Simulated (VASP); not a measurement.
Method: PBE GGA, VASP's PBE PAW potentials (set 64) (plane waves; VASP).

A VASP calculation is set up with these files.

### POSCAR
```
Ho
1.0
  1.7900000000  -3.1003710000   0.0000000000
  1.7900000000   3.1003710000   0.0000000000
  0.0000000000   0.0000000000   5.6200000000
Ho
2
Cartesian
  1.7900000000   1.0334590669   1.4050000000
  1.7900000000  -1.0334590669   4.2150000000
```

**KPOINTS**
```
Automatic mesh
0
Gamma
11 11 6
0 0 0
```

INCAR:
```
# general
SYSTEM   =  Ho
PREC     =  Accurate
ENCUT    =  550
LREAL    =  .FALSE.
LASPH    =  .TRUE.

# electronic loop
EDIFF    =  1E-6
NELM     =  100
ALGO     =  Normal
LMAXMIX  =  6

# smearing
ISMEAR   =  1
SIGMA    =  0.1

# functional
GGA      =  PE

# ions
ISIF     =  2

# output
LWAVE    =  .FALSE.
LCHARG   =  .FALSE.
```

POTCAR, in this order: Ho_3 (PBE.64 set). Program: vasp_std.

The 4f electrons are frozen in the core of the lanthanide potential, so 4f levels, which can set the real gap, and their magnetism are missing.

Q: Estimate the energy per atom (σ→0), band gap (on the k-mesh).

A: 
```json
{
 "energy per atom (σ→0)": "-4.517 eV/atom",
 "band gap (on the k-mesh)": "none (metal, semimetal or under 0.01 eV)"
}
```

**OSZICAR**
```
...
DAV:   5    -0.902283839673E+01   -0.75374E-02   -0.75163E-02  2781   0.258E+00    0.241E+01
DAV:   6    -0.902372063379E+01   -0.88224E-03   -0.26659E-02  2814   0.214E+00    0.144E+01
DAV:   7    -0.903233784755E+01   -0.86172E-02   -0.47069E-02  2686   0.295E+00    0.305E-01
DAV:   8    -0.903205288144E+01    0.28497E-03   -0.28791E-03  2445   0.578E-01    0.616E-02
DAV:   9    -0.903207113421E+01   -0.18253E-04   -0.21532E-04  2785   0.176E-01    0.323E-02
DAV:  10    -0.903206483169E+01    0.63025E-05   -0.26725E-05  2798   0.553E-02    0.417E-02
DAV:  11    -0.903206548839E+01   -0.65671E-06   -0.16270E-06  1744   0.144E-02
   1 F= -.90320655E+01 E0= -.90330523E+01  d E =0.296057E-02
```

The compound is Ho in the hcp structure. The cell was not relaxed at this level. The run is one of a series of settings (ENCUT = 550 against the base run), some of them coarse on purpose.
